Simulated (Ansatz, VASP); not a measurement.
# Cross-check of Ga4Cu9 (Ga4Cu9 (P-43m)) between VASP and Ansatz, part 2 of 3

One calculation is typed for both programs; each brings its own data sets. How far apart do they land? Of the first pair: The structure shown is the start of the Ansatz relaxation below; VASP solves that cell, so the two are compared at the walk's first step.

VASP 6.6.1 and Ansatz 0.2.0.

So far: Set-up; Ansatz: relaxation, PBEsol.

### Step 3. VASP: single point, PBEsol, start cell, pair 1

Level of this step: PBEsol; plane waves and PAW (Ga_d, Cu) (VASP).

The same cell, functional, mesh and smearing now go to VASP, with its own data sets.

Lines of VASP's logs that name or quote its potential files are left out, and so is its time.

Input file INCAR:

```
SYSTEM = Ga4Cu9
PREC = Accurate
ENCUT = 520
EDIFF = 1E-06
NELM = 120
ISMEAR = -1
SIGMA = 0.05
LREAL = Auto
ALGO = Normal
GGA = PS
NBANDS = 352
LASPH = .TRUE.
LORBIT = 11
LWAVE = .FALSE.
LCHARG = .FALSE.
ISIF = 2
GGA_COMPAT = .FALSE.
KPAR = 8
```

Input file POSCAR:

```
Ga4Cu9
1.0
    8.6492450000      0.0000000000      0.0000000000
    0.0000000000      8.6492450000      0.0000000000
    0.0000000000      0.0000000000      8.6492450000
Ga Cu
16 36
Direct
    0.8768641656      0.8768641656      0.1231358344
    0.8768641656      0.1231358344      0.8768641656
    0.1231358344      0.8768641656      0.8768641656
    0.1231358344      0.1231358344      0.1231358344
    0.4666137333      0.1907771141      0.8092228859
    0.1907771141      0.1907771141      0.5333862667
    0.1907771141      0.4666137333      0.8092228859
    0.4666137333      0.8092228859      0.1907771141
    0.1907771141      0.8092228859      0.4666137333
    0.1907771141      0.5333862667      0.1907771141
    0.5333862667      0.1907771141      0.1907771141
    0.8092228859      0.1907771141      0.4666137333
    0.8092228859      0.4666137333      0.1907771141
    0.5333862667      0.8092228859      0.8092228859
    0.8092228859      0.8092228859      0.5333862667
    0.8092228859      0.5333862667      0.8092228859
    0.1706476693      0.1706476693      0.8293523308
    0.1706476693      0.8293523308      0.1706476693
    0.8293523308      0.1706476693      0.1706476693
    0.8293523308      0.8293523308      0.8293523308
    0.3954416831      0.3954416831      0.6045583169
    0.3954416831      0.6045583169      0.3954416831
    0.6045583169      0.3954416831      0.3954416831
    0.6045583169      0.6045583169      0.6045583169
    0.6733713752      0.6733713752      0.3266286248
    0.6733713752      0.3266286248      0.6733713752
    0.3266286248      0.6733713752      0.6733713752
    0.3266286248      0.3266286248      0.3266286248
    0.0000000000      0.0000000000      0.3549216724
    0.0000000000      0.6450783277      0.0000000000
    0.6450783277      0.0000000000      0.0000000000
    0.0000000000      0.0000000000      0.6450783277
    0.0000000000      0.3549216724      0.0000000000
    0.3549216724      0.0000000000      0.0000000000
    0.5000000000      0.5000000000      0.8545658031
    0.5000000000      0.1454341969      0.5000000000
    0.1454341969      0.5000000000      0.5000000000
    0.5000000000      0.5000000000      0.1454341969
    0.5000000000      0.8545658031      0.5000000000
    0.8545658031      0.5000000000      0.5000000000
    0.9710277602      0.6829539457      0.3170460543
    0.6829539457      0.6829539457      0.0289722398
    0.6829539457      0.9710277602      0.3170460543
    0.9710277602      0.3170460543      0.6829539457
    0.6829539457      0.3170460543      0.9710277602
    0.6829539457      0.0289722398      0.6829539457
    0.0289722398      0.6829539457      0.6829539457
    0.3170460543      0.6829539457      0.9710277602
    0.3170460543      0.9710277602      0.6829539457
    0.0289722398      0.3170460543      0.3170460543
    0.3170460543      0.3170460543      0.0289722398
    0.3170460543      0.0289722398      0.3170460543
```

Input file KPOINTS:

```
Automatic mesh
0
Gamma
5 5 5
0 0 0
```

Potentials, in the order of the species: Ga_d and Cu (PBE family, release 64).

Command:

```bash
> mpirun -np 8 vasp_std
```

Numbers of over 12 decimals in the logs are rounded to 6 here.

Output:

```text
[banner, memory and clock lines left out]
running    8 mpi-ranks, on    1 nodes
[...]
|                                                                             |
|           W    W    AA    RRRRR   N    N  II  N    N   GGGG   !!!           |
|           W    W   A  A   R    R  NN   N  II  NN   N  G    G  !!!           |
|           W    W  A    A  R    R  N N  N  II  N N  N  G       !!!           |
|           W WW W  AAAAAA  RRRRR   N  N N  II  N  N N  G  GGG   !            |
|           WW  WW  A    A  R   R   N   NN  II  N   NN  G    G                |
|           W    W  A    A  R    R  N    N  II  N    N   GGGG   !!!           |
|                                                                             |
|     For optimal performance we recommend to set                             |
|       NCORE = 2 up to number-of-cores-per-socket                            |
|     NCORE specifies how many cores store one orbital (NPAR=cpu/NCORE).      |
|     This setting can greatly improve the performance of VASP for DFT.       |
[...]
|                                                                             |
|     You enforced a specific xc type in the INCAR file but a different       |
|     [... a line on the potential file left out ...]
|     I HOPE YOU KNOW WHAT YOU ARE DOING!                                     |
|                                                                             |

 LDA part: xc-table for (Slater+PW92), standard interpolation
 POSCAR, INCAR and KPOINTS ok, starting setup
[...]
entering main loop
       N       E                     dE             d eps       ncg     rms          rms(c)
DAV:   1     0.786253927123E+04    0.78625E+04   -0.22676E+05  7040   0.329E+03
DAV:   2     0.174510910170E+04   -0.61174E+04   -0.59214E+04  7040   0.899E+02
DAV:   3    -0.592121905270E+02   -0.18043E+04   -0.17318E+04  7040   0.365E+02
DAV:   4    -0.256763188084E+03   -0.19755E+03   -0.18823E+03  9000   0.147E+02
[...]
DAV:  20    -0.215936914374E+03   -0.12317E-05   -0.17953E-05  8168   0.235E-02    0.186E-02
DAV:  21    -0.215936907381E+03    0.69929E-05   -0.16122E-05  6976   0.344E-02    0.714E-03
DAV:  22    -0.215936907579E+03   -0.19783E-06   -0.62913E-06  5616   0.129E-02
   1 F= -.21593691E+03 E0= -.21589546E+03  d E =-.829039E-01
```

From OUTCAR (step 3):

```text
  Total       -3.3602437     -3.3602437     -3.3602437      0.0000000      0.0000000     -0.0000000
  in kB       -8.3204490     -8.3204490     -8.3204490      0.0000000      0.0000000     -0.0000000
  external PRESSURE =      -8.3204490 kB  Pullay stress =       0.0000000 kB

 POSITION                                       TOTAL-FORCE (eV/Angst)
 -----------------------------------------------------------------------------------
      7.58421      7.58421      1.06503        -0.013529     -0.013529      0.013529
      7.58421      1.06503      7.58421        -0.013529      0.013529     -0.013529
      1.06503      7.58421      7.58421         0.013529     -0.013529     -0.013529
      1.06503      1.06503      1.06503         0.013529      0.013529      0.013529
      4.03586      1.65008      6.99917        -0.005760     -0.004310      0.004310
      1.65008      1.65008      4.61339        -0.004310     -0.004310      0.005760
      1.65008      4.03586      6.99917        -0.004310     -0.005760      0.004310
      4.03586      6.99917      1.65008        -0.005760      0.004310     -0.004310
      1.65008      6.99917      4.03586        -0.004310      0.004310     -0.005760
      1.65008      4.61339      1.65008        -0.004310      0.005760     -0.004310
      4.61339      1.65008      1.65008         0.005760     -0.004310     -0.004310
      6.99917      1.65008      4.03586         0.004310     -0.004310     -0.005760
      6.99917      4.03586      1.65008         0.004310     -0.005760     -0.004310
      4.61339      6.99917      6.99917         0.005760      0.004310      0.004310
[...]
-----------------------------------------------------------------------------------
    total drift:                                0.000038      0.000038     -0.000000

  FREE ENERGIE OF THE ION-ELECTRON SYSTEM (eV)
  ---------------------------------------------------
  free  energy   TOTEN  =      -215.9369075788 eV

  energy  without entropy=     -215.8540036560  energy(sigma->0) =     -215.89545562

[... 1 further part left out ...]
```

The run ends at a pressure of -0.83 GPa, with forces up to 0.091 eV/Å.

### Step 4. Side by side

Known differences besides the potentials themselves: the data sets hold 892 valence electrons in Ansatz (on its default PAW (the set named soft_2) files) and 604 in VASP; the cutoff is 420 eV in Ansatz and 520 eV in VASP (PREC = Accurate, projectors in real space); Ansatz makes its cores anew for this functional, VASP keeps those of its PBE data sets. Total energies have different zeros and are not compared.

Forces on 10 of the 52 atoms, those with the largest forces and the largest differences (eV/Å; atoms numbered as in POSCAR):

```csv
atom,"Ansatz x, y, z","VASP x, y, z"
Ga1,"-0.022, -0.022, 0.022","-0.014, -0.014, 0.014"
Ga2,"-0.022, 0.022, -0.022","-0.014, 0.014, -0.014"
Ga3,"0.022, -0.022, -0.022","0.014, -0.014, -0.014"
Cu25,"0.040, 0.040, -0.040","0.044, 0.044, -0.044"
Cu35,"0.000, 0.000, 0.097","0.000, 0.000, 0.091"
Cu36,"0.000, -0.097, 0.000","0.000, -0.091, 0.000"
Cu37,"-0.097, 0.000, 0.000","-0.091, 0.000, 0.000"
Cu38,"0.000, 0.000, -0.097","0.000, 0.000, -0.091"
Cu39,"0.000, 0.097, 0.000","0.000, 0.091, 0.000"
Cu40,"0.097, 0.000, 0.000","0.091, 0.000, 0.000"
```

The forces differ by 3.9 meV/Å r.m.s., which is 13.5 % of the r.m.s. force of 0.029 eV/Å (both taken over all components).

### Step 5. Ansatz: relaxation, PBEsol

This run makes the geometry at which the two programs are then compared. The cell compared in this pair holds 640.92 Å³, against 647.05 Å³ for the pair before.

The structure compared here is the end of the Ansatz relaxation.

Input file input.yaml:

```yaml
crystal:
  lattice:
    - [8.6492445, 0.0, 0.0]
    - [0.0, 8.6492445, 0.0]
    - [0.0, 0.0, 8.6492445]
  atoms:
    - { symbol: Ga, position: [0.8768642, 0.8768642, 0.1231358] }
    - { symbol: Ga, position: [0.8768642, 0.1231358, 0.8768642] }
    - { symbol: Ga, position: [0.1231358, 0.8768642, 0.8768642] }
    - { symbol: Ga, position: [0.1231358, 0.1231358, 0.1231358] }
    - { symbol: Ga, position: [0.46661372, 0.19077707, 0.80922293] }
    - { symbol: Ga, position: [0.19077707, 0.19077707, 0.53338628] }
    - { symbol: Ga, position: [0.19077707, 0.46661372, 0.80922293] }
    - { symbol: Ga, position: [0.46661372, 0.80922293, 0.19077707] }
    - { symbol: Ga, position: [0.19077707, 0.80922293, 0.46661372] }
    - { symbol: Ga, position: [0.19077707, 0.53338628, 0.19077707] }
    - { symbol: Ga, position: [0.53338628, 0.19077707, 0.19077707] }
    - { symbol: Ga, position: [0.80922293, 0.19077707, 0.46661372] }
    - { symbol: Ga, position: [0.80922293, 0.46661372, 0.19077707] }
    - { symbol: Ga, position: [0.53338628, 0.80922293, 0.80922293] }
    - { symbol: Ga, position: [0.80922293, 0.80922293, 0.53338628] }
    - { symbol: Ga, position: [0.80922293, 0.53338628, 0.80922293] }
    - { symbol: Cu, position: [0.17064767, 0.17064767, 0.82935233] }
    - { symbol: Cu, position: [0.17064767, 0.82935233, 0.17064767] }
    - { symbol: Cu, position: [0.82935233, 0.17064767, 0.17064767] }
    - { symbol: Cu, position: [0.82935233, 0.82935233, 0.82935233] }
    - { symbol: Cu, position: [0.39544165, 0.39544165, 0.60455835] }
    - { symbol: Cu, position: [0.39544165, 0.60455835, 0.39544165] }
    - { symbol: Cu, position: [0.60455835, 0.39544165, 0.39544165] }
    - { symbol: Cu, position: [0.60455835, 0.60455835, 0.60455835] }
    - { symbol: Cu, position: [0.67337139, 0.67337139, 0.32662861] }
    - { symbol: Cu, position: [0.67337139, 0.32662861, 0.67337139] }
    - { symbol: Cu, position: [0.32662861, 0.67337139, 0.67337139] }
    - { symbol: Cu, position: [0.32662861, 0.32662861, 0.32662861] }
    - { symbol: Cu, position: [0.0, 0.0, 0.35492167] }
    - { symbol: Cu, position: [0.0, 0.64507833, 0.0] }
    - { symbol: Cu, position: [0.64507833, 0.0, 0.0] }
    - { symbol: Cu, position: [0.0, 0.0, 0.64507833] }
    - { symbol: Cu, position: [0.0, 0.35492167, 0.0] }
    - { symbol: Cu, position: [0.35492167, 0.0, 0.0] }
    - { symbol: Cu, position: [0.5, 0.5, 0.85456581] }
    - { symbol: Cu, position: [0.5, 0.14543419, 0.5] }
    - { symbol: Cu, position: [0.14543419, 0.5, 0.5] }
    - { symbol: Cu, position: [0.5, 0.5, 0.14543419] }
    - { symbol: Cu, position: [0.5, 0.85456581, 0.5] }
    - { symbol: Cu, position: [0.85456581, 0.5, 0.5] }
    - { symbol: Cu, position: [0.97102776, 0.68295394, 0.31704606] }
    - { symbol: Cu, position: [0.68295394, 0.68295394, 0.02897224] }
    - { symbol: Cu, position: [0.68295394, 0.97102776, 0.31704606] }
    - { symbol: Cu, position: [0.97102776, 0.31704606, 0.68295394] }
    - { symbol: Cu, position: [0.68295394, 0.31704606, 0.97102776] }
    - { symbol: Cu, position: [0.68295394, 0.02897224, 0.68295394] }
    - { symbol: Cu, position: [0.02897224, 0.68295394, 0.68295394] }
    - { symbol: Cu, position: [0.31704606, 0.68295394, 0.97102776] }
    - { symbol: Cu, position: [0.31704606, 0.97102776, 0.68295394] }
    - { symbol: Cu, position: [0.02897224, 0.31704606, 0.31704606] }
    - { symbol: Cu, position: [0.31704606, 0.31704606, 0.02897224] }
    - { symbol: Cu, position: [0.31704606, 0.02897224, 0.31704606] }
basis:
  ecutwfc: 420
  xc_grid: 2
hamiltonian:
  xc: pbesol
kpoints:
  mp_grid: { grid: [5, 5, 5] }
scf:
  occupations: { method: fermi_dirac, width: 0.05 }
  max_iter: 150
output:
  forces: true
  stress: true
relax:
  f_tol: 0.01
  max_steps: 60
  cell: {}
checkpoint:
  write: "../pbesol.run"
  compress: false
  write_wavefunctions: false
  write_every: 100000
```

Command:

```bash
> ansatz run input.yaml --threads 8 --pin off --max-ram 13189MiB --backend cpu --events-out ev --progress --plain --runs-dir out
```

Output:

```text
[...]
Crystal: 52 atoms, lattice volume = 647.045 Å³
Basis set: ecut = 420 eV, 12557 PW (Γ), exchange–correlation on 120×120×120 points (8 copies of the dense FFT grid, shifted against one another)
Bands: 536, of which v1, the nominal top of the filled ones, is band 446 counted from 1 (445 counted from 0)
Symmetry: 24 space group operations
[...]
- { symbol: Cu, position: [0.395224, 0.604776, 0.395224] }
    - { symbol: Cu, position: [0.604776, 0.395224, 0.395224] }
    - { symbol: Cu, position: [0.604776, 0.604776, 0.604776] }
[...]
- { symbol: Cu, position: [0.317390, 0.970857, 0.682610] }
    - { symbol: Cu, position: [0.029143, 0.317390, 0.317390] }
    - { symbol: Cu, position: [0.317390, 0.317390, 0.029143] }
    - { symbol: Cu, position: [0.317390, 0.029143, 0.317390] }
[key lines of the parts left out:]
SCF converged after 6 iterations
Free energy (F): -297094.268719 eV
Fermi energy:    16.199065 eV
P = ⅓ Tr σ = 0.0031 GPa (0.031 kbar)
```

[end of part 2 of 3]

[Lines on the potential files, build, host, timing and source positions are cut from VASP's logs without a mark.]

[Logs are printed without paths, hosts, clocks, repeated set-up lines and the standing remarks that a program may print on its own settings, such as how far it seeks lower states.]

[Hosts, paths, dates, database ids (printed as entryN), source tags and the programs' standing remarks are cut or masked in the printed files.]
